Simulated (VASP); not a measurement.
The input files of a VASP run:

### POSCAR
```
CuGaSe2
1
   -2.7766700000     2.7766700000     5.4543490000
    2.7766700000    -2.7766700000     5.4543490000
    2.7766700000     2.7766700000    -5.4543490000
Ga Cu Se
2 2 4
Direct
  0.5000000000   0.5000000000   0.0000000000
  0.2500000000   0.7500000000   0.5000000000
  0.0000000000   0.0000000000   0.0000000000
  0.7500000000   0.2500000000   0.5000000000
  0.8750000000   0.8750000000   0.5000000000
  0.1250000000   0.6250000000   0.0000000000
  0.3750000000   0.3750000000   0.5000000000
  0.6250000000   0.1250000000   0.0000000000
```

File KPOINTS:
```
Automatic mesh
0
Gamma
4 4 4
0 0 0
```

### INCAR
```
! general
SYSTEM   =  CuGaSe2
PREC     =  Accurate
ENCUT    =  300   ! plane-wave cut-off (eV)
LREAL    =  .FALSE.   ! projection in real space or not
LASPH    =  .TRUE.   ! aspherical one-centre terms

! electronic loop
EDIFF    =  1E-6
NELM     =  100   ! most electronic steps
ALGO     =  Normal   ! blocked Davidson
LMAXMIX  =  4

! smearing
ISMEAR   =  -1
SIGMA    =  0.01   ! width (eV)

! functional
GGA      =  PE

! ions
ISIF     =  2   ! forces and stress, cell fixed

! output
LWAVE    =  .FALSE.
LCHARG   =  .FALSE.
```

POTCAR, in this order: Ga_d Cu Se (PBE.64 set). Program: vasp_std.

Write an equivalent input for Quantum ESPRESSO's pw.x.

One equivalent input (not run):
```
&CONTROL
  calculation = 'scf'
  pseudo_dir = './pseudo'
  outdir = './out'
  tprnfor = .true.
  tstress = .true.
/
&SYSTEM
  ibrav = 0
  nat = 8
  ntyp = 3
  ecutwfc = 92
  occupations = 'smearing'
  smearing = 'fermi-dirac'
  degauss = 0.000735
  input_dft = 'pbe'
/
&ELECTRONS
  conv_thr = 7.3e-08
  electron_maxstep = 100
/
ATOMIC_SPECIES
  Ga 69.723 Ga.upf
  Cu 63.546 Cu.upf
  Se 78.971 Se.upf
CELL_PARAMETERS angstrom
    -2.7766700    2.7766700    5.4543490
     2.7766700   -2.7766700    5.4543490
     2.7766700    2.7766700   -5.4543490
ATOMIC_POSITIONS crystal
  Ga   0.5000000  0.5000000  0.0000000
  Ga   0.2500000  0.7500000  0.5000000
  Cu   0.0000000  0.0000000  0.0000000
  Cu   0.7500000  0.2500000  0.5000000
  Se   0.8750000  0.8750000  0.5000000
  Se   0.1250000  0.6250000  0.0000000
  Se   0.3750000  0.3750000  0.5000000
  Se   0.6250000  0.1250000  0.0000000
K_POINTS automatic
  4 4 4 0 0 0
```
The two are equivalent in intent, not identical: the potentials are each code's own (VASP's PAW set, PseudoDojo norm-conserving files in pw.x), so ENCUT and ecutwfc are chosen apart and not converted; conv_thr bounds pw.x's estimated SCF error, while EDIFF bounds the energy change between steps.

The structure is a typed CuGaSe2 crystal. The cell was not relaxed at this level. The run is one of a series of settings (KPOINTS 4×4×4 Γ-centred mesh against the base run), some of them coarse on purpose.
